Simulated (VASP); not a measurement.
# GW on AlN

How does the gap of AlN change from the starting functional to GW? The cell is of the zinc-blende type, one of the forms listed for this formula. The start is a computed cell from the Materials Project.

Calculated with VASP 6.6.1; PBE; plane waves and PAW (Al_GW, N_GW), in the first sound run; inputs show where later runs differ.

**1. The starting structure**

It takes space group F-43m (No. 216, cubic). The conventional cell has a = 4.368 Å, b = 4.368 Å, c = 4.368 Å, α = 90.00°, β = 90.00°, γ = 90.00°. Nearest to Al lie 4 N at 1.89 Å. N has 4 Al at 1.89 Å nearest. Farther neighbours and most contacts between anions are not listed.

Structure file:

```xyz
2
Lattice="0.0000 2.1840 2.1840 2.1840 0.0000 2.1840 2.1840 2.1840 0.0000" Properties=species:S:1:pos:R:3 pbc="T T T"
Al    0.0000    0.0000    0.0000
N     1.0920    1.0920    1.0920
```

**2. Ground state**

The orbitals come from a self-consistent PBE run with a tight EDIFF and a narrow smearing. KPOINTS_OPT adds the bands along a path, which shows whether the mesh holds the band edges.

Contents of INCAR:

```
SYSTEM = AlN
PREC = Accurate
ENCUT = 450
EDIFF = 1E-08
NELM = 100
ISMEAR = 0
SIGMA = 0.01
LREAL = .FALSE.
ALGO = Normal
GGA = PE
NBANDS = 10
LORBIT = 11
LWAVE = .TRUE.
LCHARG = .FALSE.
KPAR = 8
```

Contents of POSCAR:

```
AlN
1.0
    0.0000000000      2.1839935596      2.1839935596
    2.1839935596      0.0000000000      2.1839935596
    2.1839935596      2.1839935596      0.0000000000
Al N
1 1
Direct
    0.0000000000      0.0000000000      0.0000000000
    0.2500000000      0.2500000000      0.2500000000
```

Contents of KPOINTS:

```
Automatic mesh
0
Gamma
4 4 4
0 0 0
```

Contents of KPOINTS_OPT:

```
Line mode
12
Line-mode
Reciprocal
  0.00000000   0.00000000   0.00000000 GAMMA
  0.50000000   0.00000000   0.50000000 X

  0.50000000   0.00000000   0.50000000 X
  0.50000000   0.25000000   0.75000000 W

  0.50000000   0.25000000   0.75000000 W
  0.37500000   0.37500000   0.75000000 K

  0.37500000   0.37500000   0.75000000 K
  0.00000000   0.00000000   0.00000000 GAMMA

  0.00000000   0.00000000   0.00000000 GAMMA
  0.50000000   0.50000000   0.50000000 L

  0.50000000   0.50000000   0.50000000 L
  0.62500000   0.25000000   0.62500000 U

  0.62500000   0.25000000   0.62500000 U
  0.50000000   0.25000000   0.75000000 W

  0.50000000   0.25000000   0.75000000 W
  0.50000000   0.50000000   0.50000000 L

  0.50000000   0.50000000   0.50000000 L
  0.37500000   0.37500000   0.75000000 K

  0.62500000   0.25000000   0.62500000 U
  0.50000000   0.00000000   0.50000000 X
```

Potentials, in the order of the species: Al_GW and N_GW (PBE family, release 64).

On the command line:

```
$ mpirun -np 8 vasp_std
```

What it wrote:

```text
[banner, memory and clock lines left out]
running    8 mpi-ranks, on    1 nodes
 distrk:  each k-point on    1 cores,    8 groups
 distr:  one band on    1 cores,    1 groups

 POSCAR found type information on POSCAR AlN
 POSCAR found :  2 types and       2 ions
|                                                                             |
|           W    W    AA    RRRRR   N    N  II  N    N   GGGG   !!!           |
|           W    W   A  A   R    R  NN   N  II  NN   N  G    G  !!!           |
|           W    W  A    A  R    R  N N  N  II  N N  N  G       !!!           |
|           W WW W  AAAAAA  RRRRR   N  N N  II  N  N N  G  GGG   !            |
|           WW  WW  A    A  R   R   N   NN  II  N   NN  G    G                |
|           W    W  A    A  R    R  N    N  II  N    N   GGGG   !!!           |
|                                                                             |
|     For optimal performance we recommend to set                             |
|       NCORE = 2 up to number-of-cores-per-socket                            |
|     NCORE specifies how many cores store one orbital (NPAR=cpu/NCORE).      |
|     This setting can greatly improve the performance of VASP for DFT.       |
|     The default, NCORE=1 might be grossly inefficient on modern             |
|     multi-core architectures or massively parallel machines. Do your        |
|     Unfortunately you need to use the default for GW and RPA                |
|     calculations (for HF NCORE is supported but not extensively tested      |
|     yet).                                                                   |
|                                                                             |

 LDA part: xc-table for (Slater+PW92), standard interpolation
 POSCAR, INCAR and KPOINTS ok, starting setup
 FFT: planning ... GRIDC
 FFT: planning ... GRID_SOFT
 FFT: planning ... GRID
 WAVECAR not read
 entering main loop
       N       E                     dE             d eps       ncg     rms          rms(c)
DAV:   1     0.142619022309E+02    0.14262E+02   -0.41317E+03   168   0.649E+02
DAV:   2    -0.165033556844E+02   -0.30765E+02   -0.28575E+02   212   0.166E+02
DAV:   3    -0.172103800178E+02   -0.70702E+00   -0.70579E+00   198   0.216E+01
DAV:   4    -0.172133616337E+02   -0.29816E-02   -0.29811E-02   214   0.169E+00
DAV:   5    -0.172133990808E+02   -0.37447E-04   -0.37446E-04   178   0.179E-01    0.857E+00
DAV:   6    -0.148511859648E+02    0.23622E+01   -0.12057E+01   218   0.250E+01    0.220E+00
DAV:   7    -0.148315801573E+02    0.19606E-01   -0.95822E-02   178   0.264E+00    0.142E+00
DAV:   8    -0.148253152873E+02    0.62649E-02   -0.26944E-02   170   0.281E+00    0.189E-01
DAV:   9    -0.148250586862E+02    0.25660E-03   -0.19492E-03   252   0.392E-01    0.619E-02
DAV:  10    -0.148251880483E+02   -0.12936E-03   -0.14279E-04   172   0.919E-02    0.150E-02
DAV:  11    -0.148251865317E+02    0.15166E-05   -0.72154E-06   222   0.290E-02    0.267E-03
DAV:  12    -0.148251867511E+02   -0.21942E-06   -0.29616E-07   180   0.461E-03    0.459E-04
DAV:  13    -0.148251867507E+02    0.40166E-09   -0.39170E-08   200   0.166E-03
   1 F= -.14825187E+02 E0= -.14825187E+02  d E =-.639714E-13
 Start KPOINTS_OPT (optional k-point list driver)
k-point batch [1-8\120]
       N       E                     dE             ncg
DAV:   1     0.349113583868E+03   -0.31723E+03      160
DAV:   2     0.522301410413E+02   -0.29688E+03      230
DAV:   3     0.439854066877E+02   -0.82447E+01      196
DAV:   4     0.439332659768E+02   -0.52141E-01      202
DAV:   5     0.439324882660E+02   -0.77771E-03      198
DAV:   6     0.439324744429E+02   -0.13823E-04      230
DAV:   7     0.439324742152E+02   -0.22770E-06      206
DAV:   8     0.439324742111E+02   -0.41495E-08      186
[...]
k-point batch [113-120\120]
       N       E                     dE             ncg
DAV:   1     0.200342501658E+03   -0.26203E+04      160
DAV:   2    -0.100316110970E+02   -0.21037E+03      212
DAV:   3    -0.175872207225E+02   -0.75556E+01      192
DAV:   4    -0.176400230103E+02   -0.52802E-01      236
DAV:   5    -0.176406676681E+02   -0.64466E-03      214
DAV:   6    -0.176406686682E+02   -0.10000E-05      230
DAV:   7    -0.176406686739E+02   -0.57180E-08      216
 writing wavefunctions
```

The job ended after 4.2 s (8 MPI ranks of AMD EPYC 7R43, shared host; peak memory 0.8 GiB).

The logs omit lines about the potential files and the build; timing stands in the text.

From OUTCAR (step 2):

```text
ion  position               nearest neighbor table
   1  0.000  0.000  0.000-   2 1.89   2 1.89   2 1.89   2 1.89
   2  0.250  0.250  0.250-   1 1.89   1 1.89   1 1.89   1 1.89

  LATTYP: Found a face centered cubic cell.
 ALAT       =     4.3679871192

 Subroutine GETGRP returns: Found 24 space group operations
 (whereof 24 operations were pure point group operations)

The static configuration has the point symmetry T_d .

 Found      8 irreducible k-points:

   k-points           NKPTS =      8   k-points in BZ     NKDIM =      8   number of bands    NBANDS=     10

   dimension x,y,z NGX =    24 NGY =   24 NGZ =   24
   dimension x,y,z NGXF=    48 NGYF=   48 NGZF=   48

   ENCUT  =  450.0 eV  33.07 Ry    5.75 a.u.   5.34  5.34  5.34*2*pi/ulx,y,z

   NELECT =       8.0000    total number of electrons

 k-points in reciprocal lattice and weights: Automatic mesh
   0.00000000  0.00000000  0.00000000       0.016
   0.25000000  0.00000000  0.00000000       0.125
   0.50000000  0.00000000  0.00000000       0.062
   0.25000000  0.25000000  0.00000000       0.094
   0.50000000  0.25000000  0.00000000       0.375
  -0.25000000  0.25000000  0.00000000       0.188
   0.50000000  0.50000000  0.00000000       0.047
  -0.25000000  0.50000000  0.25000000       0.094

 average (electrostatic) potential at core
       1 -49.9887       2 -59.9679

 E-fermi :   5.0279

 k-point     1 :       0.0000    0.0000    0.0000
  band No.  band energies     occupation
      1     -10.0154      2.00000
      2       4.9809      2.00000
      3       4.9809      2.00000
      4       4.9809      2.00000
      5       9.1564      0.00000
      6      17.5052      0.00000
      7      17.5052      0.00000
      8      17.5052      0.00000
      9      22.6353      0.00000
    ...

 k-point     2 :       0.2500    0.0000    0.0000
  band No.  band energies     occupation
      1      -9.1639      2.00000
      2       1.7087      2.00000
      3       4.7232      2.00000
      4       4.7232      2.00000
      5      11.4195      0.00000
      6      15.9276      0.00000
      7      17.2748      0.00000
      8      17.2748      0.00000
      9      21.2217      0.00000
    ...

 k-point     3 :       0.5000    0.0000    0.0000
  band No.  band energies     occupation
      1      -7.9629      2.00000
      2      -0.8945      2.00000
      3       4.4962      2.00000
      4       4.4962      2.00000
      5      12.3355      0.00000
      6      14.8321      0.00000
      7      16.0961      0.00000
      8      16.0961      0.00000
      9      22.9394      0.00000
    ...

  Total        0.3180168      0.3180168      0.3180168      0.0000000      0.0000000     -0.0000000
  in kB       24.4555025     24.4555025     24.4555025      0.0000000      0.0000000     -0.0000000
  external PRESSURE =      24.4555025 kB  Pullay stress =       0.0000000 kB

  energy-cutoff  :      450.00
  volume of cell :       20.83
      direct lattice vectors                 reciprocal lattice vectors
     0.000000000  2.183993560  2.183993560    -0.228938404  0.228938404  0.228938404
     2.183993560  0.000000000  2.183993560     0.228938404 -0.228938404  0.228938404
     2.183993560  2.183993560  0.000000000     0.228938404  0.228938404 -0.228938404

 POSITION                                       TOTAL-FORCE (eV/Angst)
 -----------------------------------------------------------------------------------
      0.00000      0.00000      0.00000        -0.000000      0.000000     -0.000000
      1.09200      1.09200      1.09200         0.000000     -0.000000      0.000000
 -----------------------------------------------------------------------------------
    total drift:                               -0.000000     -0.000000     -0.000000

  FREE ENERGIE OF THE ION-ELECTRON SYSTEM (eV)
  ---------------------------------------------------
  free  energy   TOTEN  =       -14.8251867507 eV

  energy  without entropy=      -14.8251867507  energy(sigma->0) =      -14.82518675

 total charge
# of ion       s       p       d       tot
------------------------------------------
    1        0.435   0.560   0.217   1.212
    2        1.190   2.577   0.000   3.766
--------------------------------------------------
tot          1.625   3.136   0.217   4.978

[... 3 further parts left out ...]
```

This step gave:

| Quantity | Value |
| --- | --- |
| free energy (TOTEN) | -14.83 eV |
| Fermi energy | 5.028 eV |
| pressure | 2.446 GPa |
| least gap on mesh and path | 3.290 eV |
| least direct gap on mesh and path | 4.175 eV |

The highest empty bands on the path are converged less tightly, to about 0.1 eV. Electronic bands along the path, in eV, zero at the valence-band top; v1 is the highest filled band, c1 the lowest empty one:

```
          point     v3     v2     v1    c1     c2
              Γ   0.00   0.00   0.00  4.18  12.52
0.45 of the way  -2.59  -0.86  -0.86  6.09  10.47
              X  -4.92  -1.78  -1.78  3.29   8.59
0.45 of the way  -4.64  -2.31  -2.24  4.36   9.46
              W  -3.79  -3.45  -2.71  6.03  11.41
0.45 of the way  -4.09  -3.51  -2.08  5.68  10.56
              K  -4.27  -3.65  -1.38  5.14  10.09
0.45 of the way  -3.84  -1.77  -0.28  7.62   9.82
              Γ   0.00   0.00   0.00  4.18  12.52
0.55 of the way  -3.65  -0.29  -0.29  6.62  10.78
              L  -5.88  -0.48  -0.48  7.35   9.85
0.45 of the way  -5.43  -1.78  -0.79  7.39   8.93
              U  -4.27  -3.65  -1.38  5.14  10.09
0.45 of the way  -4.14  -3.55  -1.90  5.55  10.42
              W  -3.79  -3.45  -2.71  6.03  11.41
0.55 of the way  -5.28  -2.02  -1.01  7.29   9.01
              L  -5.88  -0.48  -0.48  7.35   9.85
0.55 of the way  -5.23  -2.21  -0.89  6.93   9.33
              K  -4.27  -3.65  -1.38  5.14  10.09
      jump to U  -4.27  -3.65  -1.38  5.14  10.09
0.55 of the way  -4.78  -2.38  -1.70  3.83   9.04
              X  -4.92  -1.78  -1.78  3.29   8.59
```

Of the projections kept (Al, N), the largest for each band there; the rest of the weight can lie on other orbitals:

```csv
point,v3,v2,v1,c1,c2
Γ,N 0.85,N 0.85,N 0.85,N 0.71,Al 1.00
X,N 0.58,N 0.75,N 0.75,Al 0.82,Al 1.00
W,N 0.57,N 0.72,N 0.67,N 0.61,N 0.64
K,N 0.58,N 0.66,N 0.77,Al 0.64,Al 0.57
Γ,N 0.85,N 0.85,N 0.85,N 0.71,Al 1.00
L,N 0.55,N 0.82,N 0.82,Al 0.65,N 0.82
```

The electronic bands as a text plot (rows in eV, shown from -5.9 to 8.6 only):

```
    8.3 |
    7.7 |                  +++            +++         ++ ++
    7.1 |                     +        +++           +  +  +
    6.5 |                 +           +      +      +
    5.9 |   ++       +++       +     +        +  +++        +
    5.3 |  +  +     +   ++      +   +          ++            +
    4.7 |++                      + +                          +
    4.1 |      ++  +              +                            +
    3.5 |        ++                                             +
    2.8 |
    2.2 |
    1.6 |
    1.0 |
    0.4 |
   -0.2 |***                *************
   -0.8 | * *             **   **  *     *****       *******
   -1.4 |  * ***        **    *     *         **    * *   * ***
   -2.0 |   *   ****   *     * *     *      *   *  * *     *   **
   -2.6 |           ***    **                *   ** *          *
   -3.2 |    *       **   *   *               *  ***        * *
   -3.8 |     *      *****   *        *        ****          *
   -4.4 |      **   *  ******          *      ***  *         **
   -5.0 |        ***                         *      *      **  **
   -5.6 |                               *****        ******
         Γ       X    W  K        Γ      L     U  W     L   K|U X
```

The cell has a gap of 3.29 eV on mesh and path and a pressure of +2.4 GPa, which holds the misfit of the given cell and coordinates with this functional, and any error of cutoff, mesh and data sets.

**3. Empty bands**

The next step needs empty bands that the ground-state run didn't converge, so the Hamiltonian is diagonalised exactly for NBANDS bands, in a single step. LOPTICS writes the k-derivatives of the orbitals (WAVEDER), which give the long-wavelength limit of the screening.

Contents of INCAR:

```
SYSTEM = AlN
PREC = Accurate
ENCUT = 450
ISMEAR = 0
SIGMA = 0.01
LREAL = .FALSE.
GGA = PE
NBANDS = 40
ALGO = Exact
NELM = 1
LWAVE = .TRUE.
LCHARG = .FALSE.
LOPTICS = .TRUE.
NEDOS = 1000
CSHIFT = 0.1
```

POSCAR is that of step 2.

KPOINTS is that of step 2.

On the command line:

```
$ mpirun -np 8 vasp_std
```

What it wrote:

```text
[banner, memory and clock lines left out]
running    8 mpi-ranks, on    1 nodes
 distrk:  each k-point on    8 cores,    1 groups
 distr:  one band on    1 cores,    8 groups

 POSCAR found type information on POSCAR AlN
 POSCAR found :  2 types and       2 ions
 [... a notice as in an earlier step ...]

 LDA part: xc-table for (Slater+PW92), standard interpolation
 found WAVECAR, reading the header
  number of bands has changed, file:    10 present:    40
  trying to continue reading WAVECAR, but it might fail
 POSCAR, INCAR and KPOINTS ok, starting setup
 FFT: planning ... GRIDC
 FFT: planning ... GRID_SOFT
 FFT: planning ... GRID
 reading WAVECAR
 random initialization beyond band           10
 the WAVECAR file was read successfully
 initial charge from wavefunction
 entering main loop
       N       E                     dE             d eps       ncg     rms          rms(c)
DIA:   1    -0.148251867536E+02   -0.14825E+02    0.00000E+00     0   0.000E+00
   1 F= -.14825187E+02 E0= -.14825187E+02  d E =-.426894E-14
 writing wavefunctions
 optical routines
 imaginary and real dielectric function
 recalculating local potential from charge density
 direction            1
 direction            2
 direction            3
```

Wall time 2 s (8 MPI ranks); peak memory 0.65 GiB.

From OUTCAR (step 3):

```text
The static configuration has the point symmetry T_d .

 Found      8 irreducible k-points:

   k-points           NKPTS =      8   k-points in BZ     NKDIM =      8   number of bands    NBANDS=     40

   NELECT =       8.0000    total number of electrons

 E-fermi :   5.0307

 k-point     2 :       0.2500    0.0000    0.0000
  band No.  band energies     occupation
      1      -9.1639      2.00000
      2       1.7087      2.00000
      3       4.7233      2.00000
      4       4.7233      2.00000
      5      11.4195      0.00000
      6      15.9276      0.00000
      7      17.2748      0.00000
      8      17.2748      0.00000
      9      21.2217      0.00000
    ...

 k-point     3 :       0.5000    0.0000    0.0000
  band No.  band energies     occupation
      1      -7.9629      2.00000
      2      -0.8945      2.00000
      3       4.4963      2.00000
      4       4.4963      2.00000
      5      12.3355      0.00000
      6      14.8321      0.00000
      7      16.0961      0.00000
      8      16.0961      0.00000
      9      22.9395      0.00000
    ...

  Total        0.3178358      0.3178358      0.3178358      0.0000000      0.0000000      0.0000000
  in kB       24.4415858     24.4415858     24.4415858      0.0000000      0.0000000      0.0000000
  external PRESSURE =      24.4415858 kB  Pullay stress =       0.0000000 kB

 POSITION                                       TOTAL-FORCE (eV/Angst)
 -----------------------------------------------------------------------------------
      0.00000      0.00000      0.00000        -0.000000     -0.000000     -0.000000
      1.09200      1.09200      1.09200         0.000000      0.000000      0.000000
 -----------------------------------------------------------------------------------
    total drift:                               -0.000000     -0.000000     -0.000000

  FREE ENERGIE OF THE ION-ELECTRON SYSTEM (eV)
  ---------------------------------------------------
  free  energy   TOTEN  =       -14.8251867536 eV

  energy  without entropy=      -14.8251867536  energy(sigma->0) =      -14.82518675

 plasma frequency squared (from intraband transitions) (eV^2)
  --------------------------------------------------------------------------------------
       0.000      -0.000      -0.000
      -0.000       0.000      -0.000
      -0.000      -0.000       0.000

[... 9 parts as in an earlier step ...]

[... 3 further parts left out ...]
```

The gap is read on the k-mesh alone, so it is an upper bound where the band edges lie off the mesh.

A gap read on the k-mesh alone can miss the band edges.

Numbers from this step:

| Property | Result |
| --- | --- |
| gap on the k-mesh | 3.290 eV |
| least direct gap on the k-mesh | 4.175 eV |

WAVECAR now holds 40 bands for 8 electrons. Its independent-particle dielectric tensor has xx, yy, zz = 5.4, 5.4, 5.4 on this mesh, which isn't tested for convergence in mesh or bands and lacks local fields.

[end of part 1 of 4]

[Lines on the potential files, build, host, timing and source positions are cut from VASP's logs without a mark.]

[Logs are printed without paths, hosts, clocks, repeated set-up lines and the standing remarks that a program may print on its own settings, such as how far it seeks lower states.]

[Hosts, paths, dates, database ids (printed as entryN), source tags and the programs' standing remarks are cut or masked in the printed files.]

[Pressures printed for these runs are not shown converged in the cutoff: they can be off by several GPa and have the wrong sign.]
